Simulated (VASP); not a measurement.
# MgAl18 in VASP: notebook, part 2 of 2

VASP 6.6.1.

## (4) Single point, PBE

The input, INCAR:

```
SYSTEM = MgAl18
ALGO = Fast ; EDIFF = 1E-6
ENCUT = 520 ; GGA = PE
ISIF = 2 ; ISMEAR = -1
LASPH = .TRUE. ; LCHARG = .FALSE.
LREAL = Auto ; LWAVE = .FALSE.
NBANDS = 43 ; NELM = 100
PREC = Accurate ; SIGMA = 0.15
```

The input, KPOINTS:

```
k-points
0
G
  3 2 1
  0 0 0
```

The input, POSCAR:

```
MgAl18
1.0
    5.7275650000      0.0000000000      0.0000000000
    4.2956740000      7.4403250000      0.0000000000
    0.0000000000      0.0000000000     17.6765370000
Al Mg
18 1
Direct
    0.1666666600      0.1111111100      0.0565721700
    0.6666666500      0.1111111100      0.0565721700
    0.1666666400      0.4444444500      0.0565721700
    0.6666666300      0.4444444500      0.0565721700
    0.1666666200      0.7777777900      0.0565721700
    0.6666666100      0.7777777900      0.0565721700
   -0.1666471899      0.2216869032      0.1895235409
    0.3340601871      0.2218315372      0.1895351230
   -0.1667441221      0.5557072193      0.1913371616
    0.3338897668      0.5551727727      0.1893578616
   -0.1665229017      0.8888986140      0.1891260617
    0.3334372613      0.8890400983      0.1892698129
   -0.0023059851      0.0009370050      0.3225116774
    0.5020889333     -0.0009040738      0.3235793698
    0.0083021739      0.3226578627      0.3221840913
    0.4998827789      0.3332573115      0.3254280553
    0.0043573880      0.6712130993      0.3215274871
    0.4890424259      0.6716792708      0.3216019943
    0.8392628371      0.5507920517      0.4521745478
```

Run with:

```console
cat potpaw_PBE.64/Al/POTCAR potpaw_PBE.64/Mg/POTCAR > POTCAR
mpirun -np 1 vasp_std > vasp.out
```

Wall time 3.9 min (1 thread of Intel Xeon 6975P-C (Granite Rapids), shared host); peak memory 0.78 GiB.

It converged, with:

```yaml
Free_energy: -64.8337 eV
Largest_force: 0.048 eV/Å
Band_gap_on_the_k_mesh: none (metal or under the smearing width)
```

Forces in eV/Å, atoms in the order of the input:
```
Al   0.000  0.020  0.004
Al  -0.001  0.003 -0.005
Al  -0.006  0.016 -0.007
Al   0.003 -0.004 -0.002
Al  -0.018 -0.020 -0.039
Al   0.019 -0.008  0.036
Al  -0.001  0.003  0.005
Al  -0.001  0.004 -0.002
Al   0.000 -0.002  0.000
Al   0.001  0.005 -0.003
Al   0.001 -0.007  0.003
Al  -0.001 -0.006  0.002
Al  -0.001  0.001 -0.003
Al   0.001  0.001  0.000
Al  -0.001 -0.001 -0.005
Al   0.000 -0.004 -0.002
Al  -0.005 -0.004  0.008
Al   0.012 -0.004  0.016
Mg  -0.003  0.009 -0.006
```

Levels at points of the mesh, in eV from the Fermi level:
```
           k point  band 24  band 25  band 26  band 27  band 28  band 29  band 30  band 31  band 32  band 33
(0.00, 0.00, 0.00)    -0.70    -0.41    -0.29    -0.23    -0.15    -0.10     0.07     0.16     1.08     1.12
(0.00, 0.50, 0.00)    -1.45    -0.52    -0.47    -0.38    -0.22    -0.15    -0.11    -0.05     0.89     1.12
```

Caveat: the k mesh is coarse (spacing up to 0.42 Å⁻¹), so the values aren't converged.

## (5) Relaxation of the atoms, PBE

The input, INCAR:

```
ALGO = Fast ; EDIFF = 1E-6
EDIFFG = -0.03 ; ENCUT = 520
GGA = PE ; IBRION = 2
ISIF = 2 ; ISMEAR = -1
LASPH = T ; LCHARG = F
LREAL = Auto ; LWAVE = F
NELM = 100 ; NSW = 80
PREC = Accurate ; SIGMA = 0.15
```

The input, KPOINTS:

```
k-points
0
Gamma
  3 2 1
```

The input, POSCAR:

```
MgAl18
1.0
    5.7275650000      0.0000000000      0.0000000000
    4.2956740000      7.4403250000      0.0000000000
    0.0000000000      0.0000000000     17.6765370000
Al Mg
18 1
Selective dynamics
Direct
    0.1666666600      0.1111111100      0.0565721700  F F F
    0.6666666500      0.1111111100      0.0565721700  F F F
    0.1666666400      0.4444444500      0.0565721700  F F F
    0.6666666300      0.4444444500      0.0565721700  F F F
    0.1666666200      0.7777777900      0.0565721700  F F F
    0.6666666100      0.7777777900      0.0565721700  F F F
   -0.1666666800      0.2222222300      0.1888530900  T T T
    0.3333333200      0.2222222300      0.1888530900  T T T
   -0.1666667000      0.5555555600      0.1888530900  T T T
    0.3333332900      0.5555555600      0.1888530900  T T T
   -0.1666667200      0.8888889000      0.1888530900  T T T
    0.3333332700      0.8888889000      0.1888530900  T T T
    0.0000000000      0.0000000000      0.3211340100  T T T
    0.4999999900      0.0000000000      0.3211340100  T T T
   -0.0000000200      0.3333333400      0.3211340100  T T T
    0.4999999700      0.3333333400      0.3211340100  T T T
   -0.0000000400      0.6666666800      0.3211340100  T T T
    0.4999999500      0.6666666800      0.3211340100  T T T
    0.8333332900      0.5555555600      0.4410670000  T T T
```

Potentials or basis: VASP PAW PBE potentials, release 64 (Al, Mg).

Run with:

```console
cat potpaw_PBE.64/Al/POTCAR potpaw_PBE.64/Mg/POTCAR > POTCAR
mpirun -np 1 vasp_std > vasp.out
```

OUTCAR:

```text
EDIFF = 1E-6
   EDIFFG = -0.03
   ENCUT = 520
   GGA = PE
   IBRION = 2
   ISIF = 2
   ISMEAR = -1
   LASPH = T
   LREAL = Auto
   NELM = 100
   NSW = 80
   PREC = Accurate

 ion  position               nearest neighbor table
   1  0.167  0.111  0.057-   6 2.86  12 2.86   2 2.86   7 2.86   3 2.86   5 2.86   8 2.86   4 2.86
                             2 2.86
   2  0.667  0.111  0.057-   5 2.86  11 2.86   8 2.86   1 2.86   3 2.86   4 2.86   6 2.86   7 2.86
                             1 2.86
   3  0.167  0.444  0.057-  10 2.86   8 2.86   4 2.86   2 2.86   9 2.86   1 2.86   5 2.86   6 2.86
                             4 2.86
   4  0.667  0.444  0.057-   7 2.86   3 2.86   5 2.86  10 2.86   9 2.86   2 2.86   6 2.86   1 2.86
                             3 2.86
   5  0.167  0.778  0.057-   2 2.86  12 2.86   6 2.86   4 2.86  11 2.86  10 2.86   1 2.86   3 2.86
                             6 2.86
   6  0.667  0.778  0.057-   1 2.86   5 2.86  12 2.86   9 2.86  11 2.86   4 2.86   2 2.86   3 2.86
                             5 2.86
   7  0.833  0.222  0.189-  12 2.86   9 2.86   4 2.86  15 2.86   1 2.86  13 2.86  10 2.86  16 2.86
                             8 2.86   8 2.86   2 2.86  11 2.86
   8  0.333  0.222  0.189-  11 2.86  10 2.86  16 2.86   3 2.86   2 2.86   9 2.86  15 2.86  14 2.86
                             1 2.86   7 2.86   7 2.86  12 2.86
   9  0.833  0.556  0.189-   7 2.86  15 2.86  10 2.86   8 2.86   3 2.86   6 2.86   4 2.86  11 2.86
[... 4 lines left out ...]
                             9 2.86  12 2.86   7 2.86  13 2.86
  12  0.333  0.889  0.189-   7 2.86  13 2.86   1 2.86   5 2.86  18 2.86  11 2.86   6 2.86  10 2.86
                             9 2.86  11 2.86  14 2.86   8 2.86
  13  0.000  0.000  0.321-  18 2.86  12 2.86  14 2.86   7 2.86  15 2.86  17 2.86  16 2.86  14 2.86
                            11 2.86
[... 255 lines left out ...]
  Total       -4.9993771     -5.0515963      2.5463644     -0.0022507     -0.0471841      0.0178630
  in kB      -10.6332826    -10.7443489      5.4159172     -0.0047871     -0.1003568      0.0379933
  external PRESSURE =      -5.3205714 kB  Pullay stress =       0.0000000 kB
[... 140 lines left out ...]
  FREE ENERGIE OF THE ION-ELECTRON SYSTEM (eV)
  ---------------------------------------------------
  free  energy   TOTEN  =       -64.8208520152 eV

  energy  without entropy=      -63.9948873090  energy(sigma->0) =      -64.40786966

[... ionic steps 4 to 9 ...]

--------------------------------------- Ionic step       10  -------------------------------------------

 number of electron      56.0000000 magnetization

------------------------ aborting loop because EDIFF is reached ----------------------------------------
[... 101 lines left out ...]
--------------------------------------- Ionic step       12  -------------------------------------------

 number of electron      56.0000000 magnetization

 Free energy of the ion-electron system (eV)
  ---------------------------------------------------
  ext. energy  EPLUGINS =         0.00000000
  ---------------------------------------------------
  free energy    TOTEN  =       -64.83312024 eV

  energy without entropy =      -64.01181933  energy(sigma->0) =      -64.42246978

 E-fermi :   0.9558     XC(G=0):  -5.4552

 val. band max:        0.9315696305   @ k =   0.3333   0.5000   0.0000
 cond. band min:       1.0140608732   @ k =   0.0000   0.0000   0.0000
 fundamental gap:      0.0824912428
 Fermi energy:         0.9558093721

 k-point     1 :       0.0000    0.0000    0.0000
  band No.  band energies     occupation
      1      -9.3394      2.00000
      2      -7.6680      2.00000
      3      -6.7163      2.00000
      4      -6.6792      2.00000
      5      -5.2099      2.00000
      6      -5.0673      2.00000
[... 199 lines left out ...]
  FREE ENERGIE OF THE ION-ELECTRON SYSTEM (eV)
  ---------------------------------------------------
  free  energy   TOTEN  =       -64.8331202388 eV

  energy  without entropy=      -64.0118193264  energy(sigma->0) =      -64.42246978

 reached required accuracy - stopping structural energy minimisation
```

OSZICAR:

```text
N       E                     dE             d eps       ncg     rms          rms(c)
DAV:   1     0.179916373608E+03    0.17992E+03   -0.17419E+04   304   0.106E+03
DAV:   2    -0.553251016391E+02   -0.23524E+03   -0.22768E+03   382   0.167E+02
DAV:   3    -0.690331537190E+02   -0.13708E+02   -0.13278E+02   408   0.386E+01
[... 105 lines left out ...]
DAV:   1    -0.648331333074E+02   -0.74547E-03   -0.27840E-02   340   0.721E-01    0.594E-02
RMM:   2    -0.648331208707E+02    0.12437E-04   -0.11290E-03   321   0.151E-01    0.255E-02
RMM:   3    -0.648331208617E+02    0.89697E-08   -0.28340E-04   376   0.742E-02    0.152E-02
RMM:   4    -0.648331197131E+02    0.11486E-05   -0.58448E-05   407   0.344E-02    0.173E-02
RMM:   5    -0.648331202388E+02   -0.52570E-06   -0.66991E-06   265   0.120E-02
  12 F= -.64833120E+02 E0= -.64422470E+02  d E =-.731852E-03
```

Wall time 16 min (1 thread of Intel Xeon 6975P-C (Granite Rapids), shared host); peak memory 0.91 GiB.

What came out:

```
Free energy               : -64.8331 eV
Energy gained by relaxing : 7.0 meV/atom
Ionic steps               : 12
Band gap on the k mesh    : none (metal or under the smearing width)
```

Step by step:
| step | energy change (eV) | largest force (eV/Å) | pressure (GPa) |
| --- | --- | --- | --- |
| 1 | 0.0000 | 0.9101 | -0.53 |
| 2 | -0.0832 | 0.4994 | -0.60 |
| 3 | -0.1211 | 0.1239 | -0.65 |
| 4 | -0.1251 | 0.0712 | -0.66 |
| 5 | -0.1276 | 0.0907 | -0.69 |
| 6 | -0.1276 | 0.0890 | -0.69 |
| 7 | -0.1288 | 0.0846 | -0.70 |
| 8 | -0.1306 | 0.0720 | -0.73 |
| 9 | -0.1306 | 0.0697 | -0.74 |
| 10 | -0.1318 | 0.0698 | -0.76 |
| 11 | -0.1326 | 0.0697 | -0.80 |
| 12 | -0.1333 | 0.0627 | -0.82 |

Final structure:
```
CELL_PARAMETERS angstrom
5.72757 0.00000 0.00000
4.29567 7.44032 0.00000
0.00000 0.00000 17.67654
ATOMIC_POSITIONS crystal
Al 0.16667 0.11111 0.05657
Al 0.66667 0.11111 0.05657
Al 0.16667 0.44444 0.05657
Al 0.66667 0.44444 0.05657
Al 0.16667 0.77778 0.05657
Al 0.66667 0.77778 0.05657
Al 0.83260 0.22225 0.18938
Al 0.33405 0.22191 0.18947
Al 0.83343 0.55551 0.19132
Al 0.33374 0.55540 0.18898
Al 0.83342 0.88874 0.18862
Al 0.33324 0.88928 0.18885
Al 0.99671 0.00138 0.32166
Al 0.50230 0.99891 0.32316
Al 0.00906 0.32198 0.32214
Al 0.49946 0.33384 0.32521
Al 0.00480 0.67131 0.32096
Al 0.48774 0.67245 0.32100
Mg 0.83538 0.55376 0.45083
```

Levels at points of the mesh, in eV from the Fermi level:
| k point | band 26 | band 27 | band 28 | band 29 | band 30 | band 31 |
| --- | --- | --- | --- | --- | --- | --- |
| (0.00, 0.00, 0.00) | -0.29 | -0.23 | -0.15 | -0.10 | 0.06 | 0.16 |
| (0.00, 0.50, 0.00) | -0.47 | -0.38 | -0.22 | -0.15 | -0.10 | -0.04 |

Caveat: the k mesh is coarse (spacing up to 0.42 Å⁻¹), so the values aren't converged.
